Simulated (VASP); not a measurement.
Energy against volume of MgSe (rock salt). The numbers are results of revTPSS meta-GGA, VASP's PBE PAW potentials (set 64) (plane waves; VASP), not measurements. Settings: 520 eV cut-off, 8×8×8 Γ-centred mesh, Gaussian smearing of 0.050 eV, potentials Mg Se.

| V (Å³/atom) | E (eV/atom) |
|---|---|
| 19.324 | -0.87174 |
| 19.941 | -0.88435 |
| 20.558 | -0.88827 |
| 21.174 | -0.88475 |

Problem. Fit these four points and predict the energy of the run at 21.791 Å³/atom.

Solution. A cubic in V^(−2/3), the third-order Birch-Murnaghan form, passes through the four points with V0 = 20.56 Å³/atom and B0 = 64 GPa, and gives -0.8748 eV/atom there. The run gave -0.8748 eV/atom, +0.0 meV/atom from the fit; all five points give B0 = 64 GPa.

The compound is MgSe in the rock salt structure. It was relaxed first.
